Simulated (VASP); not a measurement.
## MoS2: electric field gradients with PBE

**What was measured.**

“Multiwavelength excitation Raman Scattering Analysis of bulk and 2 dimensional MoS2: Vibrational properties of atomically thin MoS2 layers”, 2015, arxiv:1506.03228 reports, for a bulk crystal of MoS2 at 300 K: band gap 1.3 eV (indirect).

The system is MoS2.

```
Mo S
1.0
     3.16900    0.00000    0.00000
    -1.58450    2.74444    0.00000
     0.00000    0.00000   12.32400
Mo S
2 4
Direct
  0.33333 0.66667 0.25000
  0.66667 0.33333 0.75000
  0.33333 0.66667 0.62300
  0.66667 0.33333 0.12300
  0.33333 0.66667 0.87700
  0.66667 0.33333 0.37700
```

| Quantity | Value |
| --- | --- |
| Program | VASP 6.6.1 |
| Task | electric field gradients |
| Functional | PBE |
| Potentials or basis | VASP PAW PBE potentials, release 64 (Mo_sv, S) |
| Cutoff | 520 eV |
| k mesh | 8 × 8 × 2 |
| Occupations | methfessel-paxton, width 0.1 eV |
| Spin | no spin polarisation |
| Dipole correction | no |
| Further INCAR settings | ALGO = Normal; EDIFF = 1e-08; NBANDS = 35 |

```json
{"Pressure": "1.9 GPa", "Largest force": "0.078 eV/Å", "Band gap on the k mesh": "0.99 eV, indirect (least direct gap 1.94 eV)"}
```

Forces on the atoms (eV/Å):
```
Mo   0.000  0.000  0.000
Mo   0.000  0.000  0.000
S    0.000  0.000  0.078
S    0.000  0.000  0.078
S    0.000  0.000 -0.078
S    0.000  0.000 -0.078
```

Stress tensor (GPa, compression positive):
```
1.74 0.00 0.00
0.00 1.74 0.00
0.00 0.00 2.10
```

Levels at points of the mesh, in eV from the valence-band top:
```tsv
k point	band 24	band 25	band 26	band 27	band 28	band 29
(0.00, 0.00, 0.00)	-1.18	-1.14	0.00	2.11	2.11	2.14
(0.50, 0.00, 0.00)	-1.52	-1.39	-1.27	1.61	1.66	2.01
(0.00, 0.00, 0.50)	-2.14	-0.26	-0.26	2.11	2.11	2.11
(0.50, 0.00, 0.50)	-1.62	-1.32	-1.32	1.63	1.63	2.15
```

Electric field gradients, principal values (V/Å²):
```
atom     Vxx     Vyy      Vzz
1 Mo  39.364  39.371  -78.735
2 Mo  39.364  39.371  -78.735
 3 S  25.867  25.868  -51.735
 4 S  25.867  25.868  -51.735
 5 S  25.867  25.868  -51.735
 6 S  25.867  25.868  -51.735
```

Wall time 45 s on 1 thread of Intel(R) Xeon(R) 6975P-C (Granite Rapids) (shared host), peak memory 0.25 GiB.

A measured gap of MoS2 is 1.3 eV (indirect; 300 K; “Multiwavelength excitation Raman Scattering Analysis of bulk and 2 dimensional MoS2: Vibrational properties of atomically thin MoS2 layers”, 2015, arxiv:1506.03228); the calculated 0.99 eV misses it by -0.31 eV. Spin-orbit coupling on Mo is left out. The value is that of PBE on a finite k mesh, which can miss the band edges, without temperature or zero-point motion. Semilocal functionals fall short of measured gaps as a rule.

Caveat: this functional lacks dispersion, which binds the layers, so the pressure and a relaxed spacing across them are unreliable.
